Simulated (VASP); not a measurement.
# HPbNO4 (P1) in VASP: reference runs, part 2 of 2

VASP 6.6.1. Earlier steps stand in the parts before.

**4. Equation of state, PBE, 13.62 Å³/atom (volume scaled by 0.94)**

INCAR

```
SYSTEM = HPbNO4
PREC = Accurate
ENCUT = 520
EDIFF = 1E-7
ISMEAR = -1
SIGMA = 0.05
LREAL = .False.
LASPH = .True.
NELM = 60
ALGO = Normal
ISIF = 2
LWAVE = .False.
LCHARG = .False.
GGA = PE
NBANDS = 31
KPAR = 4
```

KPOINTS

```
Automatic mesh
0
Gamma
  7 7 5
  0 0 0
```

POSCAR

```
HPbNO4
1.0
    4.1135073753      0.1089005877      0.1647369959
    1.8768869843      3.8118830166      0.1231143821
    1.7249041995      1.2270197639      6.2425692116
H Pb N O
1 1 1 4
Direct
    0.8914500000      0.6820200000      0.6279600000
    0.1442600000      0.9287200000      0.8835200000
    0.2567000000      0.2886100000      0.3017100000
    0.8310800000      0.6505600000      0.7840500000
    0.3869400000      0.2238000000      0.1129500000
    0.3110400000      0.0357600000      0.4585600000
    0.0772600000      0.6063300000      0.3227500000
```

Potentials or basis: VASP PAW PBE potentials, release 64 (H, Pb_d, N, O).

On the command line:

```
> cat potpaw_PBE.64/H/POTCAR potpaw_PBE.64/Pb_d/POTCAR potpaw_PBE.64/N/POTCAR potpaw_PBE.64/O/POTCAR > POTCAR
> mpirun -np 4 vasp_std > vasp.out
```

OUTCAR:

```text
SYSTEM = HPbNO4
   PREC = Accurate
   ENCUT = 520
   EDIFF = 1E-7
   ISMEAR = -1
   LREAL = .False.
   LASPH = .True.
   NELM = 60
   ISIF = 2
   GGA = PE

 Found    123 irreducible k-points:

 Following reciprocal coordinates:
            Coordinates               Weight
  0.000000  0.000000  0.000000      1.000000
  0.142857  0.000000  0.000000      2.000000
  0.285714 -0.000000 -0.000000      2.000000
  0.428571 -0.000000 -0.000000      2.000000
 -0.000000  0.142857 -0.000000      2.000000
  0.142857  0.142857  0.000000      2.000000
   k-points           NKPTS =    123   k-points in BZ     NKDIM =    123   number of bands    NBANDS=     31
   number of dos      NEDOS =    301   number of ions     NIONS =      7
   total plane-waves  NPLWV =  51200
   dimension x,y,z NGX =    32 NGY =   32 NGZ =   50
   dimension x,y,z NGXF=    64 NGYF=   64 NGZF=  100
   ions per type =               1   1   1   4
   NGX,Y,Z   is equivalent  to a cutoff of  12.92, 12.52, 12.61 a.u.
   NGXF,Y,Z  is equivalent  to a cutoff of  25.84, 25.03, 25.22 a.u.
 SYSTEM =  HPbNO4
   PREC   = accura    normal or accurate (medium, high low for compatibility)
   ISTART =      0    job   : 0-new  1-cont  2-samecut
   ICHARG =      2    charge: 1-file 2-atom 10-const
   ISPIN  =      1    spin polarized calculation?
   LNONCOLLINEAR =      F non collinear calculations
   LSORBIT =      F    spin-orbit coupling
   LASPH  =      T    aspherical Exc in radial PAW
   ENCUT  =  520.0 eV  38.22 Ry    6.18 a.u.   7.66  7.90 12.26*2*pi/ulx,y,z
   NELM   =     60;   NELMIN=  2; NELMDL= -5     # of ELM steps
   EDIFF  = 0.1E-06   stopping-criterion for ELM
   LREAL  =      F    real-space projection
   EDIFFG = 0.1E-05   stopping-criterion for IOM
   NSW    =      0    number of steps for IOM
   IBRION =     -1    ionic relax: 0-MD 1-quasi-New 2-CG
   NFREE  =      0    steps in history (QN), initial steepest desc. (CG)
   ISIF   =      2    stress and relaxation
   ISYM   =      2    0-nonsym 1-usesym 2-fastsym
   POTIM  = 0.5000    time-step for ionic-motion
   TEBEG  =    0.0;   TEEND  =   0.0 temperature during run
   PSTRESS=    0.0 pullay stress
   NELECT =      44.0000    total number of electrons
   NUPDOWN=      -1.0000    fix difference up-down
   EMIN   =  10.00;   EMAX   =-10.00  energy-range for DOS
   EFERMI =   0.00;   METHOD = LEGACY
   ISMEAR =    -1;   SIGMA  =   0.05  broadening in eV -4-tet -1-fermi 0-gaus
   EFERMI_NEDOS =   21; number of points for ismear=-14 and -15
   IALGO  =     38    algorithm
   IMIX   =      4    mixing-type and parameters
     AMIX     =   0.40;   BMIX     =  1.00
     AMIX_MAG =   1.60;   BMIX_MAG =  1.00
  volume/ion in A,a.u.               =      13.62        91.88
  Fermi-wavevector in a.u.,A,eV,Ry     =   1.265274  2.391020 21.781802  1.600917
  Thomas-Fermi vector in A             =   2.398535
   LORBIT       =      0    0 simple, 1 ext, 2 COOP (PROOUT), +10 PAW based schemes
   GGA     = PE    functional components
   LHFCALC =     F    Hartree Fock is set to
   AEXX    =    0.0000 exact exchange contribution
   IVDW    =     0    specifies the selected vdW correction
   LEPSILON=     F    determine dielectric tensor
   LRPA    =     F    only Hartree local field effects (RPA)
 non-spin polarized calculation
  energy-cutoff  :      520.00
  volume of cell :       95.31
 maximum number of plane-waves:      2589
   NGX = 15   NGY = 15   NGZ = 25

 number of electron      44.0000000 magnetization

 Free energy of the ion-electron system (eV)
  ---------------------------------------------------
  ext. energy  EPLUGINS =         0.00000000
  ---------------------------------------------------
  free energy    TOTEN  =       -40.27206479 eV

  energy without entropy =      -40.27206479  energy(sigma->0) =      -40.27206479

 E-fermi :   2.6030     XC(G=0):  -8.8910

 val. band max:        1.5203317854   @ k =  -0.2857   0.2857   0.4000
 cond. band min:       4.3493415340   @ k =  -0.2857   0.4286   0.4000
 fundamental gap:      2.8290097486
 Fermi energy:         2.6029854972

 k-point     1 :       0.0000    0.0000    0.0000
  band No.  band energies     occupation
      1     -25.3111      2.00000
      2     -19.6648      2.00000
      3     -19.3184      2.00000
      4     -16.5700      2.00000
      5     -13.7807      2.00000
      6     -13.7595      2.00000
[... 23 lines left out ...]
     30      13.3148      0.00000
     31      13.8964      0.00000
[... 139 lines left out ...]
      1     -25.3051      2.00000
      2     -19.6748      2.00000
      3     -19.3212      2.00000
      4     -16.5635      2.00000
      5     -13.7892      2.00000
      6     -13.7744      2.00000
[... 23 lines left out ...]
     30      12.9168      0.00000
     31      13.5309      0.00000

 [... further k-points ...]
[... 5 lines left out ...]
  --------------------------------------------------------------------------------------
  -------------------------------------------------------------------------------------
  Total        1.3871298      5.6137256      6.3519917     -0.3162830     -0.1805955     -0.1720006
  in kB       23.3186739     94.3708646    106.7816614     -5.3169495     -3.0359436     -2.8914564
  external PRESSURE =      74.8237333 kB  Pullay stress =       0.0000000 kB

 VOLUME and BASIS-vectors are now :
 -----------------------------------------------------------------------------
  energy-cutoff  :      520.00
  volume of cell :       95.31
      direct lattice vectors                 reciprocal lattice vectors
     4.113507375  0.108900588  0.164736996     0.248092297 -0.120707420 -0.044825303
     1.876886984  3.811883017  0.123114382    -0.005012066  0.266452156 -0.050988098
     1.724904200  1.227019764  6.242569212    -0.006448134 -0.002069519  0.162378937

 POSITION                                       TOTAL-FORCE (eV/Angst)
 -----------------------------------------------------------------------------------
      6.03023      3.46738      4.15091         0.039658     -0.076819     -1.072379
      3.86050      4.63998      5.65354         0.008317      0.160469      0.088093
      2.11805      1.49831      1.96127         0.026539     -0.127782     -0.313564
      5.99209      3.53241      5.11149        -0.051395     -0.011659      0.883528
      2.20656      1.03383      0.79639         0.142433     -0.773736     -1.718552
      2.13755      0.73285      2.91823         0.038949     -1.458583      1.788768
      2.01254      2.71569      2.10216        -0.204501      2.288110      0.344105
 -----------------------------------------------------------------------------------
    total drift:                                0.000108      0.000053      0.001009

  FREE ENERGIE OF THE ION-ELECTRON SYSTEM (eV)
  ---------------------------------------------------
  free  energy   TOTEN  =       -40.2720647871 eV

  energy  without entropy=      -40.2720647870  energy(sigma->0) =      -40.27206479
```

Wall time 3.7 min (4 MPI ranks of Intel Xeon Platinum 8175M at 2.50GHz (Skylake/Cascade Lake), shared host); peak memory 0.45 GiB.

What came out:

```yaml
Free_energy: -40.2721 eV
Pressure: 7.5 GPa
Largest_force: 2.323 eV/Å
Band_gap_on_the_k_mesh: 2.83 eV, indirect (least direct gap 2.86 eV)
```

Caveat: the standard files for N, O and F lose accuracy on very short bonds; spin-orbit coupling is left out, which as a rule narrows the gap of such compounds by several tenths of an eV; an odd mesh through Γ misses points on the zone boundary, where band edges often lie; forces of over 1 eV/Å show positions far from the minimum, so gaps and moduli don't describe the material at rest.

**5. Equation of state, PBE, 13.90 Å³/atom (volume scaled by 0.96)**

INCAR is that of step 4.

KPOINTS is that of step 4.

Changes to POSCAR since step 4:

```diff
@@ -2,5 +2,5 @@
 1.0
-    4.1135073753      0.1089005877      0.1647369959
-    1.8768869843      3.8118830166      0.1231143821
-    1.7249041995      1.2270197639      6.2425692116
+    4.1424766916      0.1096675185      0.1658971538
+    1.8901049338      3.8387281476      0.1239814134
+    1.7370518124      1.2356610329      6.2865324150
 H Pb N O
```

On the command line:

```
> cat potpaw_PBE.64/H/POTCAR potpaw_PBE.64/Pb_d/POTCAR potpaw_PBE.64/N/POTCAR potpaw_PBE.64/O/POTCAR > POTCAR
> mpirun -np 4 vasp_std > vasp.out
```

Wall time 2.9 min (4 MPI ranks of Intel Xeon Platinum 8175M at 2.50GHz (Skylake/Cascade Lake), shared host); peak memory 0.46 GiB.

Results (log left out):

| Item | Value |
| --- | --- |
| Free energy | -40.3539 eV |
| Pressure | 4.9 GPa |
| Largest force | 1.637 eV/Å |
| Band gap on the k mesh | 2.82 eV, indirect (least direct gap 2.84 eV) |

Caveat: the standard files for N, O and F lose accuracy on very short bonds; spin-orbit coupling is left out, which as a rule narrows the gap of such compounds by several tenths of an eV; an odd mesh through Γ misses points on the zone boundary, where band edges often lie; forces of over 1 eV/Å show positions far from the minimum, so gaps and moduli don't describe the material at rest.

**6. Equation of state, PBE, 14.19 Å³/atom (volume scaled by 0.98)**

INCAR is that of step 5.

KPOINTS is that of step 5.

Changes to POSCAR since step 5:

```diff
@@ -2,5 +2,5 @@
 1.0
-    4.1424766916      0.1096675185      0.1658971538
-    1.8901049338      3.8387281476      0.1239814134
-    1.7370518124      1.2356610329      6.2865324150
+    4.1710463991      0.1104238701      0.1670413083
+    1.9031405521      3.8652029715      0.1248364847
+    1.7490318587      1.2441831024      6.3298891811
 H Pb N O
```

Potentials or basis: VASP PAW PBE potentials, release 64 (H, Pb_d, N, O).

On the command line:

```
> cat potpaw_PBE.64/H/POTCAR potpaw_PBE.64/Pb_d/POTCAR potpaw_PBE.64/N/POTCAR potpaw_PBE.64/O/POTCAR > POTCAR
> mpirun -np 4 vasp_std > vasp.out
```

Wall time 3.1 min (4 MPI ranks of Intel Xeon Platinum 8175M at 2.50GHz (Skylake/Cascade Lake), shared host); peak memory 0.46 GiB.

Results (log left out):

| Property | Result |
| --- | --- |
| Free energy | -40.4051 eV |
| Pressure | 2.6 GPa |
| Largest force | 1.004 eV/Å |
| Band gap on the k mesh | 2.80 eV, indirect (least direct gap 2.83 eV) |

Caveat: the standard files for N, O and F lose accuracy on very short bonds; spin-orbit coupling is left out, which as a rule narrows the gap of such compounds by several tenths of an eV; an odd mesh through Γ misses points on the zone boundary, where band edges often lie; forces of over 1 eV/Å show positions far from the minimum, so gaps and moduli don't describe the material at rest.

**7. Equation of state, PBE, 14.77 Å³/atom (volume scaled by 1.02)**

INCAR is that of step 6.

KPOINTS is that of step 6.

Changes to POSCAR since step 6:

```diff
@@ -2,5 +2,5 @@
 1.0
-    4.1710463991      0.1104238701      0.1670413083
-    1.9031405521      3.8652029715      0.1248364847
-    1.7490318587      1.2441831024      6.3298891811
+    4.2270402807      0.1119062466      0.1692837411
+    1.9286891115      3.9170910822      0.1265123421
+    1.7725115981      1.2608855398      6.4148642763
 H Pb N O
```

On the command line:

```
> cat potpaw_PBE.64/H/POTCAR potpaw_PBE.64/Pb_d/POTCAR potpaw_PBE.64/N/POTCAR potpaw_PBE.64/O/POTCAR > POTCAR
> mpirun -np 4 vasp_std > vasp.out
```

It took 3.4 min on 4 MPI ranks of Intel Xeon Platinum 8175M at 2.50GHz (Skylake/Cascade Lake), shared host; peak memory 0.47 GiB.

The run converged. Its results:

```yaml
Free_energy: -40.4273 eV
Pressure: -1.3 GPa
Largest_force: 0.176 eV/Å
Band_gap_on_the_k_mesh: 2.77 eV, indirect (least direct gap 2.80 eV)
```

Caveat: the standard files for N, O and F lose accuracy on very short bonds; spin-orbit coupling is left out, which as a rule narrows the gap of such compounds by several tenths of an eV; an odd mesh through Γ misses points on the zone boundary, where band edges often lie.

**8. Equation of state, PBE, 15.06 Å³/atom (volume scaled by 1.04)**

INCAR is that of step 7.

KPOINTS is that of step 7.

Changes to POSCAR since step 7:

```diff
@@ -2,5 +2,5 @@
 1.0
-    4.2270402807      0.1119062466      0.1692837411
-    1.9286891115      3.9170910822      0.1265123421
-    1.7725115981      1.2608855398      6.4148642763
+    4.2544893633      0.1126329309      0.1703830169
+    1.9412134177      3.9425274513      0.1273338739
+    1.7840217362      1.2690733376      6.4565204063
 H Pb N O
```

On the command line:

```
> cat potpaw_PBE.64/H/POTCAR potpaw_PBE.64/Pb_d/POTCAR potpaw_PBE.64/N/POTCAR potpaw_PBE.64/O/POTCAR > POTCAR
> mpirun -np 4 vasp_std > vasp.out
```

Wall time 3.8 min (4 MPI ranks of Intel Xeon Platinum 8175M at 2.50GHz (Skylake/Cascade Lake), shared host); peak memory 0.5 GiB.

The run converged. Its results:

```
Free energy            : -40.4037 eV
Pressure               : -2.9 GPa
Largest force          : 0.621 eV/Å
Band gap on the k mesh : 2.76 eV, indirect (least direct gap 2.78 eV)
```

Caveat: spin-orbit coupling is left out, which as a rule narrows the gap of such compounds by several tenths of an eV; an odd mesh through Γ misses points on the zone boundary, where band edges often lie.

**9. Equation of state, PBE, 15.35 Å³/atom (volume scaled by 1.06)**

INCAR is that of step 8.

KPOINTS is that of step 8.

Changes to POSCAR since step 8:

```diff
@@ -2,5 +2,5 @@
 1.0
-    4.2544893633      0.1126329309      0.1703830169
-    1.9412134177      3.9425274513      0.1273338739
-    1.7840217362      1.2690733376      6.4565204063
+    4.2815887523      0.1133503575      0.1714682883
+    1.9535781678      3.9676397681      0.1281449395
+    1.7953852384      1.2771568252      6.4976458489
 H Pb N O
```

Potentials or basis: VASP PAW PBE potentials, release 64 (H, Pb_d, N, O).

On the command line:

```
> cat potpaw_PBE.64/H/POTCAR potpaw_PBE.64/Pb_d/POTCAR potpaw_PBE.64/N/POTCAR potpaw_PBE.64/O/POTCAR > POTCAR
> mpirun -np 4 vasp_std > vasp.out
```

It took 3.8 min on 4 MPI ranks of Intel Xeon Platinum 8175M at 2.50GHz (Skylake/Cascade Lake), shared host; peak memory 0.5 GiB.

It converged, with:

```
Free energy            : -40.3601 eV
Pressure               : -4.4 GPa
Largest force          : 1.084 eV/Å
Band gap on the k mesh : 2.74 eV, indirect (least direct gap 2.76 eV)
```

Caveat: spin-orbit coupling is left out, which as a rule narrows the gap of such compounds by several tenths of an eV; an odd mesh through Γ misses points on the zone boundary, where band edges often lie; forces of over 1 eV/Å show positions far from the minimum, so gaps and moduli don't describe the material at rest.

**10. Equation of state, PBE**

Potentials or basis: VASP PAW PBE potentials, release 64 (H, Pb_d, N, O).

No new run: the results of the series are fitted here.

Results:

```
Equilibrium volume                        : 14.61 Å³/atom
Bulk modulus at fixed shape and positions : 94 GPa
Pressure derivative of the bulk modulus   : 4.4
```

Energy against volume, from the lowest point:
```
volume (Å³/atom)  energy (meV/atom)
          13.615              22.37
          13.905              10.67
          14.195               3.37
          14.484               0.00
          14.774               0.19
          15.064               3.56
          15.353               9.79
```

Caveat: the standard files for N, O and F lose accuracy on very short bonds; the cell was scaled at fixed shape and fractional positions, which overstates the stiffness of a crystal with free parameters, most of all of layers and chains.

**11. The runs side by side**

```tsv
task	cell	gap on the mesh (eV)	pressure (GPa)	largest force (eV/Å)
single point	as given	2.79	0.6	0.42
single point	atoms moved at random, drawn with an rms of 0.05 Å	2.79	2.9	2.63
equation of state	as given	-	-	-
```

Alike in all rows: level PBE; potentials or basis VASP PAW PBE potentials, release 64 (H, Pb_d, N, O); no spin polarisation; k mesh 7 × 7 × 5; cutoff (eV) 520; smearing fermi-dirac 0.05 eV.

Caveats: the standard files for N, O and F lose accuracy on very short bonds; spin-orbit coupling is left out, which as a rule narrows the gap of such compounds by several tenths of an eV (some runs); an odd mesh through Γ misses points on the zone boundary, where band edges often lie (some runs); the cell was scaled at fixed shape and fractional positions, which overstates the stiffness of a crystal with free parameters, most of all of layers and chains (some runs).

Total energies depend on the potentials used, so only differences within one code and one set of settings carry meaning.
